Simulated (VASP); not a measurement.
# MnGe23 (a cell with a defect) in VASP: further runs, part 2 of 3

VASP 6.6.1.

### Step 4. Single point, PBEsol+U, collinear spin, ferromagnetic start

Contents of INCAR:

```
SYSTEM = MnGe23
PREC = Accurate
ENCUT = 350
EDIFF = 1E-5
ISMEAR = 0
SIGMA = 0.03
LREAL = Auto
LASPH = .TRUE.
NELM = 120
ALGO = Normal
ISIF = 2
LWAVE = .FALSE.
LCHARG = .FALSE.
ISPIN = 2
MAGMOM = 1 0 0 0 0 0 0 0 0 0 0 0 0 0 0 0 0 0 0 0 0 0 0 0
LORBIT = 11
NUPDOWN = 1
LMAXMIX = 4
LDAU = .TRUE.
LDAUTYPE = 2
LDAUL = 2 -1
LDAUU = 3.5 0
LDAUJ = 0 0
LDAUPRINT = 1
GGA = PS
KPAR = 2
```

Contents of KPOINTS:

```
Automatic mesh
0
G
  2 2 2
  0 0 0
```

Contents of POSCAR:

```
MnGe23
1.0
    0.0000000000      8.4863100000      8.4863100000
    5.6575400000      0.0000000000      5.6575400000
    5.6575400000      5.6575400000      0.0000000000
Mn Ge
1 23
Direct
    0.0000000000      0.0000000000      0.0000000000
    0.0000000000      0.0000000000      0.5000000000
    0.0000000000      0.5000000000      0.0000000000
    0.0000000000      0.5000000000      0.5000000000
    0.3333330000      0.0000000000      0.0000000000
    0.3333330000      0.0000000000      0.5000000000
    0.3333330000      0.5000000000      0.0000000000
    0.3333330000      0.5000000000      0.5000000000
    0.6666670000      0.0000000000      0.0000000000
    0.6666670000      0.0000000000      0.5000000000
    0.6666670000      0.5000000000      0.0000000000
    0.6666670000      0.5000000000      0.5000000000
    0.0833333333      0.1250000000      0.1250000000
    0.0833333333      0.1250000000      0.6250000000
    0.0833333333      0.6250000000      0.1250000000
    0.0833333333      0.6250000000      0.6250000000
    0.4166663333      0.1250000000      0.1250000000
    0.4166663333      0.1250000000      0.6250000000
    0.4166663333      0.6250000000      0.1250000000
    0.4166663333      0.6250000000      0.6250000000
    0.7500003333      0.1250000000      0.1250000000
    0.7500003333      0.1250000000      0.6250000000
    0.7500003333      0.6250000000      0.1250000000
    0.7500003333      0.6250000000      0.6250000000
```

Potentials or basis: VASP PAW PBE potentials, release 64 (Mn_pv, Ge_d).

The run is started by

```bash
$ cat potpaw_PBE.64/Mn_pv/POTCAR potpaw_PBE.64/Ge_d/POTCAR > POTCAR
$ mpirun -np 4 vasp_std > vasp.out
```

OUTCAR:

```text
SYSTEM = MnGe23
   PREC = Accurate
   ENCUT = 350
   EDIFF = 1E-5
   ISMEAR = 0
   LREAL = Auto
   LASPH = .TRUE.
   NELM = 120
   ISIF = 2
   ISPIN = 2
   LORBIT = 11
   NUPDOWN = 1
   GGA = PS

 ion  position               nearest neighbor table
   1  0.000  0.000  0.000-  21 2.45  13 2.45  15 2.45  14 2.45
   2  0.000  0.000  0.500-  22 2.45  14 2.45  16 2.45  13 2.45
   3  0.000  0.500  0.000-  23 2.45  15 2.45  16 2.45  13 2.45
   4  0.000  0.500  0.500-  24 2.45  16 2.45  14 2.45  15 2.45
   5  0.333  0.000  0.000-  13 2.45  17 2.45  18 2.45  19 2.45
   6  0.333  0.000  0.500-  14 2.45  18 2.45  17 2.45  20 2.45
[... 16 lines left out ...]
  23  0.750  0.625  0.125-   3 2.45  11 2.45   9 2.45  12 2.45
  24  0.750  0.625  0.625-   4 2.45  12 2.45  11 2.45  10 2.45

  LATTYP: Found a face centered orthorhombic cell.
 ALAT       =     8.0009697977
 B/A-ratio  =     1.7320508076
 C/A-ratio  =     2.4494897428

  Lattice vectors:

 A1 = (   0.0000000000,   8.4863100000,   8.4863100000)
 A2 = (  -5.6575400000,   2.8287700000,   8.4863100000)
 A3 = (   5.6575400000,   0.0000000000,   5.6575400000)

Analysis of symmetry for initial positions (statically):
=====================================================================
 Subroutine PRICEL returns:
 Original cell was already a primitive cell.

 Routine SETGRP: Setting up the symmetry group for a
 face centered orthorhombic supercell.

 Subroutine GETGRP returns: Found  2 space group operations
 (whereof  2 operations were pure point group operations)
 out of a pool of  8 trial point group operations.

The static configuration has the point symmetry C_1h.

Analysis of symmetry for dynamics (positions and initial velocities):
=====================================================================
 Subroutine PRICEL returns:
 Original cell was already a primitive cell.

 Routine SETGRP: Setting up the symmetry group for a
 face centered orthorhombic supercell.

 Subroutine GETGRP returns: Found  2 space group operations
 (whereof  2 operations were pure point group operations)
 out of a pool of  8 trial point group operations.

The dynamic configuration has the point symmetry C_1h.

Analysis of structural, dynamic, and magnetic symmetry:
=====================================================================
 Subroutine PRICEL returns:
 Original cell was already a primitive cell.

 Routine SETGRP: Setting up the symmetry group for a
 face centered orthorhombic supercell.

 Subroutine GETGRP returns: Found  2 space group operations
 (whereof  2 operations were pure point group operations)
 out of a pool of  8 trial point group operations.

The overall configuration has the point symmetry C_1h.

 Subroutine INISYM returns: Found  2 space group operations
 (whereof  2 operations are pure point group operations),
 and found     1 'primitive' translations

----------------------------------------------------------------------------------------

                                     Primitive cell

  volume of cell :     543.2555
[... 182 lines left out ...]
  o =  0.1690  v =  0.0000  0.0000  0.0000  0.0000  0.0000 -0.7071 -0.0000 -0.0020  0.7071 -0.0011      0.0000  0.0000  0.0000  0.0000  0.0000  0.0000  0.0000  0.0000  0.0000  0.0000
  o =  0.1693  v =  0.0000  0.0000  0.0000  0.0000  0.0000  0.5096  0.6930  0.0080  0.5096 -0.0139      0.0000  0.0000  0.0000  0.0000  0.0000  0.0000  0.0000  0.0000  0.0000  0.0000
  o =  0.8647  v =  0.6321 -0.4482 -0.0008  0.6321  0.0013  0.0000  0.0000  0.0000  0.0000  0.0000      0.0000  0.0000  0.0000  0.0000  0.0000  0.0000  0.0000  0.0000  0.0000  0.0000
  o =  0.8745  v =  0.7071  0.0000  0.0010 -0.7071  0.0006  0.0000  0.0000  0.0000  0.0000  0.0000      0.0000  0.0000  0.0000  0.0000  0.0000  0.0000  0.0000  0.0000  0.0000  0.0000
  o =  0.8750  v = -0.3169 -0.8939 -0.0064 -0.3169  0.0111  0.0000  0.0000  0.0000  0.0000  0.0000      0.0000  0.0000  0.0000  0.0000  0.0000  0.0000  0.0000  0.0000  0.0000  0.0000
  o =  0.9082  v =  0.0008  0.0000 -0.8660 -0.0008 -0.5000  0.0000  0.0000  0.0000  0.0000  0.0000      0.0000  0.0000  0.0000  0.0000  0.0000  0.0000  0.0000  0.0000  0.0000  0.0000
  o =  0.9088  v = -0.0031 -0.0121  0.5000 -0.0031 -0.8660  0.0000  0.0000  0.0000  0.0000  0.0000      0.0000  0.0000  0.0000  0.0000  0.0000  0.0000  0.0000  0.0000  0.0000  0.0000

 number of electron     334.9999949 magnetization       0.9999993

 Free energy of the ion-electron system (eV)
  ---------------------------------------------------
  ext. energy  EPLUGINS =         0.00000000
  ---------------------------------------------------
  free energy    TOTEN  =      -117.26349556 eV

  energy without entropy =     -117.25871658  energy(sigma->0) =     -117.26110607

 E-fermi :   5.3034     XC(G=0): -10.1227

 val. band max:        5.2427304060   @ k =   0.0000   0.0000   0.0000
 cond. band min:       4.0106782720   @ k =   0.0000   0.5000   0.0000
 fundamental gap:     -1.2320521340
 Fermi energy:         4.0093244747

 spin component 1

 k-point     1 :       0.0000    0.0000    0.0000
  band No.  band energies     occupation
      1     -45.5529      1.00000
      2     -45.5083      1.00000
      3     -45.5013      1.00000
      4     -19.9995      1.00000
      5     -19.9978      1.00000
      6     -19.9928      1.00000
[... 1081 lines left out ...]
    178       6.9230      0.00000
    179       7.0636      0.00000
 Fermi energy:         5.3034114542

 spin component 2

 k-point     1 :       0.0000    0.0000    0.0000
  band No.  band energies     occupation
      1     -41.4567      1.00000
      2     -41.4165      1.00000
      3     -41.4137      1.00000
      4     -20.0174      1.00000
      5     -20.0164      1.00000
      6     -20.0117      1.00000
[... 1081 lines left out ...]
    178       6.9864      0.00000
    179       7.2855      0.00000
 [bands above 179 left out]

------------------------ aborting loop because EDIFF is reached ----------------------------------------

  FORCE on cell =-STRESS in cart. coord.  units (eV):
  Direction    XX          YY          ZZ          XY          YZ          ZX
  --------------------------------------------------------------------------------------
  -------------------------------------------------------------------------------------
  Total        6.0667559      5.7770948      5.7770948      1.6177192     -1.7956480      1.6177193
  in kB       17.8921673     17.0378944     17.0378944      4.7710017     -5.2957519      4.7710019
  external PRESSURE =      17.3226520 kB  Pullay stress =       0.0000000 kB

 VOLUME and BASIS-vectors are now :
 -----------------------------------------------------------------------------
  energy-cutoff  :      350.00
  volume of cell :      543.26
      direct lattice vectors                 reciprocal lattice vectors
     0.000000000  8.486310000  8.486310000    -0.058918423  0.058918423  0.058918423
     5.657540000  0.000000000  5.657540000     0.088377634 -0.088377634  0.088377634
     5.657540000  5.657540000  0.000000000     0.088377634  0.088377634 -0.088377634

 POSITION                                       TOTAL-FORCE (eV/Angst)
 -----------------------------------------------------------------------------------
      0.00000      0.00000      0.00000        -0.017953      0.035205      0.035205
      2.82877      2.82877      0.00000         0.002145      0.017165      0.070951
      2.82877      0.00000      2.82877         0.002145      0.070951      0.017165
      5.65754      2.82877      2.82877        -0.096713     -0.004559     -0.004559
      0.00000      2.82877      2.82877         0.071239      0.013379      0.013379
      2.82877      5.65754      2.82877        -0.000675     -0.079472      0.015950
[... 16 lines left out ...]
      4.24315      7.07193      9.90070        -0.003697      0.015522      0.107924
      7.07193      9.90070      9.90070        -0.028523      0.061548      0.061548
 -----------------------------------------------------------------------------------
    total drift:                                0.000547     -0.000608     -0.000609

  FREE ENERGIE OF THE ION-ELECTRON SYSTEM (eV)
  ---------------------------------------------------
  free  energy   TOTEN  =      -117.2634955559 eV

  energy  without entropy=     -117.2587165784  energy(sigma->0) =     -117.26110607

 total charge

# of ion       s       p       d       tot
------------------------------------------
    1        0.366   6.221   4.972  11.559
    2        1.138   1.241  10.024  12.403
    3        1.138   1.241  10.024  12.403
    4        1.138   1.241  10.024  12.402
    5        1.136   1.246  10.023  12.406
    6        1.138   1.248  10.022  12.408
[... 16 lines left out ...]
   23        1.135   1.252  10.023  12.409
   24        1.133   1.252  10.023  12.408
--------------------------------------------------
tot         26.559  34.954 235.467 296.980

 magnetization (x)

# of ion       s       p       d       tot
------------------------------------------
    1        0.038  -0.017   3.863   3.884
    2       -0.012  -0.038  -0.007  -0.057
    3       -0.012  -0.038  -0.007  -0.057
    4       -0.012  -0.034  -0.007  -0.052
    5       -0.011  -0.054  -0.007  -0.072
    6       -0.021  -0.039  -0.007  -0.068
[... 16 lines left out ...]
   23       -0.019  -0.043  -0.006  -0.068
   24       -0.018  -0.046  -0.006  -0.070
--------------------------------------------------
tot         -0.358  -1.429   3.741   1.954
```

It took 9.6 min on 4 MPI ranks of Intel Xeon 6975P-C (Granite Rapids), shared host; peak memory 0.53 GiB.

Results:

* Free energy: -117.2635 eV
* Largest force: 0.290 eV/Å
* Net moment: 1.00 μB per cell
* Site moments: Mn +3.88; Ge -0.06, -0.05, -0.07, -0.17, -0.08, -0.18 μB
* Valence electrons inside the program's atomic spheres: Mn 11.56; Ge 12.40, 12.41, 12.42

Forces in eV/Å, atoms in the order of the input:
```
Mn  -0.018  0.035  0.035
Ge   0.002  0.017  0.071
Ge   0.002  0.071  0.017
Ge  -0.097 -0.005 -0.005
Ge   0.071  0.013  0.013
Ge  -0.001 -0.079  0.016
Ge  -0.001  0.016 -0.079
Ge   0.044 -0.065 -0.065
Ge   0.022  0.036  0.036
Ge   0.016 -0.091 -0.053
Ge   0.016 -0.053 -0.091
Ge   0.074 -0.074 -0.074
Ge   0.014  0.038  0.038
Ge  -0.032 -0.070  0.055
Ge  -0.032  0.055 -0.070
Ge  -0.024  0.016  0.016
Ge  -0.087  0.053  0.053
Ge  -0.002  0.033 -0.023
Ge  -0.002 -0.023  0.033
Ge  -0.043  0.080  0.080
Ge   0.111 -0.189 -0.189
Ge  -0.004  0.108  0.016
Ge  -0.004  0.016  0.108
Ge  -0.029  0.062  0.062
```

Eigenvalues of the final occupation matrices:
| site | spin | trace | eigenvalues |
| --- | --- | --- | --- |
| site 1 d | 1 | 4.43 | 0.86 0.87 0.87 0.91 0.91 |
| site 1 d | 2 | 0.56 | 0.03 0.04 0.15 0.17 0.17 |

Caveat: the k mesh is coarse (spacing up to 0.48 Å⁻¹), so the values aren't converged; the cutoff is under 1.25 times the usual one of these potentials, so pressure, stress and relaxed cells hold a basis-set (Pulay) error; the PAW data sets were made with another functional, which shifts forces and pressure a little; the total moment is fixed, so each spin has its own Fermi level; the U is typed as a test and isn't derived for this compound. The state reached can hang on the start; a lower one may exist.

(Part 2 of 3 ends here.)
